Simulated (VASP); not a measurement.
Given:

```
Tl
1.0
    1.73449    -3.00422     0.00000
    1.73449     3.00422     0.00000
    0.00000     0.00000     5.61791
Tl
2
Direct
  0.33333   0.66667   0.25000
  0.66667   0.33333   0.75000
```

Computed with PBEsol GGA, VASP's PBE PAW potentials (set 64) (plane waves; VASP). Settings: 520 eV cut-off, 12×12×7 Γ-centred mesh, first-order Methfessel-Paxton smearing of 0.10 eV, potentials Tl_d.

### Question
The ions and cell shape at fixed volume are relaxed. Give the cell that the relaxation ends in.

### Answer

```
Tl
1.0
    1.76981    -3.06539     0.00000
    1.76981     3.06539     0.00000
    0.00000     0.00000     5.39591
Tl
2
Direct
  0.33333   0.66667   0.25000
  0.66667   0.33333   0.75000
```
Space group P6_3/mmc (194), at a tolerance of 0.03 Å.

### Question
How much energy does the relaxation gain?

### Answer
The energy (σ→0) changes by -6.7 meV/atom, in 6 ionic steps.

```tsv
step	E(σ→0) (eV)	max force (eV/Å)	pressure (GPa)	volume (Å³)
1	-5.2483	0.000	-0.92	58.55
2	-5.2516	0.000	-0.92	58.55
3	-5.2601	0.000	-0.81	58.55
4	-5.2483	0.000	-0.45	58.55
5	-5.2616	0.000	-0.75	58.55
6	-5.2617	0.000	-0.73	58.55
```

The compound is Tl in the hcp structure. This cell is one point of a volume scan, at 1.03 of the reference volume. Symmetry was kept, so distortions that lower it aren't found.
